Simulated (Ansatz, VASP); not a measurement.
**ZnO (zincite): VASP beside Ansatz**

One calculation is typed for both programs; each brings its own data sets. How far apart do they land? The cell is taken from a series of runs on this material, whose earlier steps may have relaxed, scaled, displaced or heated it; both programs get it as it stands.

Program: Ansatz 0.2.0. Level of theory: plane waves, with VASP 6.6.1 beside it; relaxation of cell and atoms at LDA. Results are calculated unless marked as measured.

## Step 1: Set-up

The structure is hexagonal, space group P6_3mc (No. 186). The conventional cell has a = 3.187 Å, b = 3.187 Å, c = 5.152 Å, α = 90.00°, β = 90.00°, γ = 120.00°. Nearest to Zn lie 4 O at 1.94 to 1.95 Å. Nearest to O lie 4 Zn at 1.94 to 1.95 Å. Farther neighbours and most contacts between anions are not listed.

## Step 2: Ansatz: relaxation of cell and atoms, LDA

Ansatz runs on its PAW soft_1 files.

The relaxed volume is the usual yardstick between codes: in a stiff, nearly cubic crystal its relative difference is about their pressure difference at one cell divided by the bulk modulus.

Contents of input.yaml:

```yaml
crystal:
  lattice:
    - [3.1874549898, 0.0, 0.0]
    - [-1.5937274949, 2.7604169946, 0.0]
    - [0.0, 0.0, 5.1524030769]
  atoms:
    - { symbol: Zn, position: [0.3333333333, 0.6666666667, 0.5002724439] }
    - { symbol: Zn, position: [0.6666666667, 0.3333333333, 0.0002724439] }
    - { symbol: O, position: [0.6666666667, 0.3333333333, 0.3787375561] }
    - { symbol: O, position: [0.3333333333, 0.6666666667, 0.8787375561] }
kpoints:
  mp_grid: { grid: [9, 9, 6] }
hamiltonian:
  xc: lda
  pseudopotentials: { kind: paw, azcp: { folder: soft_1 }, xc_functional: pbe }
scf:
  occupations: { method: fixed }
  lower_state_search: "off"
output:
  forces: true
  stress: true
  eigenvalues: true
relax:
  adjacent_minimum: "off"
  f_tol: 0.001
  max_steps: 60
  cell: { stress_tol: 0.01 }
```

The run is started by

```sh
ansatz run input.yaml --threads 18 --pin off --max-ram 92160MiB --backend cuda --events-out ev --progress --plain --runs-dir out --max-vram 78GiB
```

Numbers of over 12 decimals in the logs are rounded to 6 here.

The program printed:

```text
Engine: ansatz 0.2.0, aarch64-unknown-linux-gnu
Pseudopotentials: kind: paw
Pseudopotential: Zn, paw, valence charge 12, recommended cutoff 420 eV (normal), soft_1/Zn.paw.azcp
Pseudopotential: O, paw, valence charge 6, recommended cutoff 420 eV (normal), soft_1/O.paw.azcp
Functional definition: SPW92
  exchange = slater_x
  correlation = pw_c
device memory: the entry about to start is reckoned to put 1.5 GiB on a device that reports 159.8 GiB free (of which the cap on the GPU budget leaves the run 78.0 GiB)
GPU FFT provider: cuFFT
GPU libraries: cuBLAS 13.8.1, cuFFT 12.4.0, cuSOLVER 12.3.2
GPU matrix products: emulated (plane waves: as basis.precision tells), large ones in fixed point in workspaces of 1.00 GiB
Crystal: 4 atoms, lattice volume = 45.334 Å³
Basis set: ecut = 420 eV, 881 PW (Γ)
Bands: 22, of which v1, the nominal top of the filled ones, is band 18 counted from 1 (17 counted from 0)
Symmetry: 12 space group operations
Space group: P63mc (ITA 186), of the structure as read, at distance tolerance 3.6e-5 Å
k-points: 48 of 486 (time reversal used)
Non-local potential: Zn, projectors of the file, l = 0: 2, l = 1: 2, l = 2: 3, l = 3: 1
Non-local potential: O, projectors of the file, l = 0: 2, l = 1: 2, l = 2: 1
PAW form: soft (Blöchl's): semilocal exchange-correlation on the pseudo side does not see the compensation charge
PAW frozen core: Zn, regenerated for the run's functional, and the local potential with it (the file was generated under x = pbe(κ = 0.804, μ = 0.219515), c = pbe(β = 0.066725))
PAW frozen core: O, regenerated for the run's functional, and the local potential with it (the file was generated under x = pbe(κ = 0.804, μ = 0.219515), c = pbe(β = 0.066725))
PAW one-centre angular grid: Zn, 590 points (default); XC on 64 Gauss nodes
PAW one-centre angular grid: O, 110 points (default); XC on 64 Gauss nodes
Initial density: superposition of atomic densities (chi_scale 0.1, normalization cell, long waves kept (reshape's long-wave potential 0.00 eV rms))
Initial wavefunctions: pseudopotential atomic-orbital guess
GPU buffer pool allocated for 20736 grid points (all kernels)
GPU transforms: local potential and band sums: pruned to the plane-wave sphere, on 24×24×36
Functional: x = slater, c = lda
SCF iter   1: F=—  HF=-7604.899986 eV  |F-HF|=—  |Δ(HF+E_count)|=         —  Δρ=1.10e-1  dr2=2.96e0  ethr=3.10e-3  ⟨swp⟩=4.4  Hψ=5068  notcnv=0  defer=82
preconditioner: auto → Resta (q_TF=auto, 2.625 Å⁻¹)  ε∞=6.5  [insulator: Δε(μ)=1.303 eV  Ē_g=14.138 eV  n_scr=22 (ndim 8)  ℏωp=33.1 eV  f_vac=0.000  ε∞_Penn≈6.5]
SCF iter   2: F=—  HF=-7604.079717 eV  |F-HF|=—  |Δ(HF+E_count)|=   8.20e-1  Δρ=2.23e-2  dr2=2.04e-1  ethr=3.10e-3  ⟨swp⟩=2.5  Hψ=2407  notcnv=0  defer=47
SCF iter   3: F=—  HF=-7603.968477 eV  |F-HF|=—  |Δ(HF+E_count)|=   1.11e-1  Δρ=1.81e-2  dr2=1.24e-1  ethr=5.66e-4  ⟨swp⟩=2.0  Hψ=2314  notcnv=0  defer=86
SCF iter   4: F=—  HF=-7603.949839 eV  |F-HF|=—  |Δ(HF+E_count)|=   1.86e-2  Δρ=7.76e-3  dr2=1.21e-2  ethr=3.45e-4  ⟨swp⟩=2.1  Hψ=1926  notcnv=0  defer=92
SCF iter   5: F=—  HF=-7603.956164 eV  |F-HF|=—  |Δ(HF+E_count)|=   6.33e-3  Δρ=3.06e-3  dr2=3.61e-3  ethr=3.36e-5  ⟨swp⟩=2.0  Hψ=2307  notcnv=0  defer=93
SCF iter   6: F=—  HF=-7603.955155 eV  |F-HF|=—  |Δ(HF+E_count)|=   1.01e-3  Δρ=1.18e-3  dr2=3.32e-4  ethr=1.00e-5  ⟨swp⟩=2.4  Hψ=1951  notcnv=0  defer=93
SCF iter   7: F=—  HF=-7603.955294 eV  |F-HF|=—  |Δ(HF+E_count)|=   1.38e-4  Δρ=2.72e-4  dr2=1.88e-5  ethr=9.22e-7  ⟨swp⟩=2.0  Hψ=1871  notcnv=0  defer=87
SCF iter   8: F=—  HF=-7603.955352 eV  |F-HF|=—  |Δ(HF+E_count)|=   5.83e-5  Δρ=3.28e-5  dr2=5.59e-7  ethr=5.21e-8  ⟨swp⟩=2.0  Hψ=1694  notcnv=0
SCF iter   9: F=-7603.955352 eV  HF=-7603.955352 eV  |F-HF|=7.61e-9  |Δ(HF+E_count)|=   2.26e-7  Δρ=8.23e-6  dr2=2.14e-8  ethr=2.78e-10  ⟨swp⟩=6.9  Hψ=5484  notcnv=0
SCF 1 converged in 9 iterations: F = -7603.955352 eV  dr2 = 2.14e-8
  greatest PAW one-centre occupation: 0.988 electrons in one spin orbital (limit 2), on the Zn atom at site 1 (counted from 0), in its partial waves of l = 2
relax step   1: F+E_penalty+E_count = -7603.95535224 eV  Δ(F+E_penalty+E_count) = +0.000e0 eV  max|allowed force component| = 3.408e-4 eV/Å  Δτ_max = 0.0000 Å  P = -0.006 GPa  Ω = 45.334 Å³  (9 SCF iters, dr2 threshold 1.00e-7 eV, accepted)
device memory: the entry about to start is reckoned to put 1.5 GiB on a device that reports 159.8 GiB free (of which the cap on the GPU budget leaves the run 78.0 GiB)
GPU FFT provider: cuFFT
GPU libraries: cuBLAS 13.8.1, cuFFT 12.4.0, cuSOLVER 12.3.2
GPU matrix products: emulated (plane waves: as basis.precision tells), large ones in fixed point in workspaces of 1.00 GiB
Initial density: handed on by an earlier stage of this run
Initial wavefunctions: pseudopotential atomic-orbital guess (no wavefunctions were taken with the density)
GPU buffer pool allocated for 20736 grid points (all kernels)
GPU transforms: local potential and band sums: pruned to the plane-wave sphere, on 24×24×36
iter 1 solved again at ethr=1.74e-7 eV; its pass at ethr=3.10e-3 eV (dr2=6.27e-5 eV) is discarded
SCF iter   1: F=—  HF=-7603.955217 eV  |F-HF|=—  |Δ(HF+E_count)|=         —  Δρ=8.35e-6  dr2=2.32e-8  ethr=1.74e-7  ⟨swp⟩=3.1  Hψ=8171  notcnv=0  defer=91
eigensolver tolerance schedule: the retry pair's looser diagonalisation over-reported the residual by 2703.33 of it (diagonalisation noise at 0.18 of the residual, at the tolerance the schedule requests for it); recorded, not acted on — ethr = c·dr2/N_el stays at c = 1.0e-1
preconditioner: auto → Resta (q_TF=auto, 2.625 Å⁻¹)  ε∞=7.6  [insulator: Δε(μ)=0.794 eV  Ē_g=12.905 eV  n_scr=22 (ndim 8)  ℏωp=33.1 eV  f_vac=0.025  ε∞_Penn≈7.6]
SCF iter   2: F=—  HF=-7603.955352 eV  |F-HF|=—  |Δ(HF+E_count)|=   1.36e-4  Δρ=3.45e-6  dr2=6.30e-9  ethr=6.44e-11  ⟨swp⟩=3.0  Hψ=2349  notcnv=0  defer=85
SCF iter   3: F=—  HF=-7603.955352 eV  |F-HF|=—  |Δ(HF+E_count)|=  2.29e-10  Δρ=2.38e-6  dr2=2.79e-9  ethr=1.75e-11  ⟨swp⟩=2.0  Hψ=1727  notcnv=0  defer=85
SCF iter   4: F=—  HF=-7603.955352 eV  |F-HF|=—  |Δ(HF+E_count)|=  4.07e-10  Δρ=8.62e-7  dr2=2.15e-10  ethr=7.75e-12  ⟨swp⟩=2.1  Hψ=1797  notcnv=0  defer=85
SCF iter   5: F=—  HF=-7603.955352 eV  |F-HF|=—  |Δ(HF+E_count)|=  1.73e-11  Δρ=5.84e-7  dr2=8.32e-11  ethr=1.00e-12  ⟨swp⟩=2.0  Hψ=1826  notcnv=0  defer=85
SCF iter   6: F=—  HF=-7603.955352 eV  |F-HF|=—  |Δ(HF+E_count)|=  3.91e-11  Δρ=1.18e-7  dr2=3.75e-12  ethr=1.00e-12  ⟨swp⟩=2.2  Hψ=1828  notcnv=0  defer=85
SCF iter   7: F=-7603.955352 eV  HF=-7603.955352 eV  |F-HF|=2.73e-12  |Δ(HF+E_count)|=  8.19e-12  Δρ=3.73e-8  dr2=5.20e-13  ethr=1.00e-12  ⟨swp⟩=8.4  Hψ=5836  notcnv=0
SCF 2 converged in 7 iterations: F = -7603.955352 eV  dr2 = 5.20e-13
  greatest PAW one-centre occupation: 0.988 electrons in one spin orbital (limit 2), on the Zn atom at site 0 (counted from 0), in its partial waves of l = 2
relax step   2: F+E_penalty+E_count = -7603.95535225 eV  Δ(F+E_penalty+E_count) = -8.820e-9 eV  max|allowed force component| = 3.470e-4 eV/Å  Δτ_max = 0.0000 Å  P = -0.005 GPa  Ω = 45.334 Å³  stress off target by 9.13e-3 GPa  SCF on the basis re-selected at this cell (its energy is not comparable with the rows above)  (7 SCF iters)
basis re-selected at this cell: Δ(F+E_penalty+E_count) = -8.820e-9 eV, ΔP = +0.000 GPa vs the last step (what re-selecting the basis moved, of the pressure what is left beyond the Pulay correction that the steps carried, after the strain that the cell walked since its last selection, with what the two solves' SCF thresholds leave and, on support functions, any second-order correction that the steps lacked; it is no m [...]
SCF converged after 7 iterations
Free energy (F): -7603.955352 eV
Harris-Foulkes:  -7603.955352 eV  (|F-HF|=2.73e-12)
Internal energy: -7603.955352 eV  (E = F + TS)
E sigma→0 (E₀):  -7603.955352 eV
Fermi energy:    7.486972 eV
--- Per-component energies (eV) ---
  E_band       = 67.938706
  E_kinetic    = 631.685154
  E_local      = -4370.358214  (includes V_loc(G=0)·N_el)
  E_nonlocal   = 1763.223613
  E_hartree    = 1633.789997
  E_xc         = -295.641706
  E_vxc        = -283.482472  (∫ρ·V_xc dr)
  E_paw        = -3958.608700  (= ΣΔE_a)
  E_vpaw       = -940.710516  (= ΣTr[D̂ρ^β])
  E_aug_tail   = 0.001150  (compensation charges beyond the density's cutoff)
  E_ewald      = -3011.354776
  E_core_change = 3.308130  (= ΣΔE_core)
  E_smearing   = -0.000000  (= −TS)
  E_closure    = 0.000000  (closes the sum)
  Σ components = -7603.955352   (vs F -7603.955352, Δ=0.00e0)
--- Forces (eV/Å), atoms counted from 1 ---
  atom   1  Zn    -0.00000000    -0.00000000     0.00034396
  atom   2  Zn     0.00000000     0.00000000     0.00034396
  atom   3  O      0.00000000    -0.00000000    -0.00035012
  atom   4  O      0.00000000     0.00000000    -0.00035012
  max |Σ_I F_I| component: 1.23e-5 eV/Å
--- Stress (GPa, compression-positive) ---
       -0.009132       0.000000       0.000000
       -0.000000      -0.009132      -0.000000
        0.000000      -0.000000       0.002572
  P = ⅓ Tr σ = -0.0052 GPa (-0.052 kbar)
--- Band table (eV; the first three rows and the last of 48) ---
  k-point 0: bands = [... 14 lower, 6.6272, 7.3796, 7.4870, 7.4870, 8.2809, 12.7707, 15.6760, 20.4732]
  k-point 1: bands = [... 14 lower, 6.6852, 6.8177, 7.4305, 7.4305, 8.9280, 12.5255, 15.8905, 20.4764]
  k-point 2: bands = [... 14 lower, 6.8443, 6.8443, 7.2747, 7.2747, 9.9392, 11.8745, 16.5114, 18.9490]
  k-point 47: bands = [... 14 lower, 4.6038, 4.6038, 6.1142, 6.1142, 15.4053, 15.4053, 15.5625, 15.5625]
--- Relaxed structure (1 steps of the walk, 1 accepted, 1 SCFs on fresh bases) ---
  F+E_penalty+E_count = -7603.95535225 eV   max|allowed force component| = 3.470e-4 eV/Å   (the final SCF, on the basis selected at the relaxed cell)
  cell:  # Å, volume = 45.3345 Å³
    - [3.187455, 0.0, 0.0]
    - [-1.593727, 2.760417, 0.0]
    - [0.0, 0.0, 5.1524030769]
  atoms:
    - { symbol: Zn, position: [0.333333, 0.666667, 0.5002724439] }
    - { symbol: Zn, position: [0.666667, 0.333333, 0.0002724439] }
    - { symbol: O, position: [0.666667, 0.333333, 0.378738] }
    - { symbol: O, position: [0.333333, 0.666667, 0.878738] }
```

[end of part 1 of 2]

[Lines on the potential files, build, host, timing and source positions are cut from VASP's logs without a mark.]

[Logs are printed without paths, hosts, clocks, repeated set-up lines and the standing remarks that a program may print on its own settings, such as how far it seeks lower states.]

[Hosts, paths, dates, database ids (printed as entryN), source tags and the programs' standing remarks are cut or masked in the printed files.]
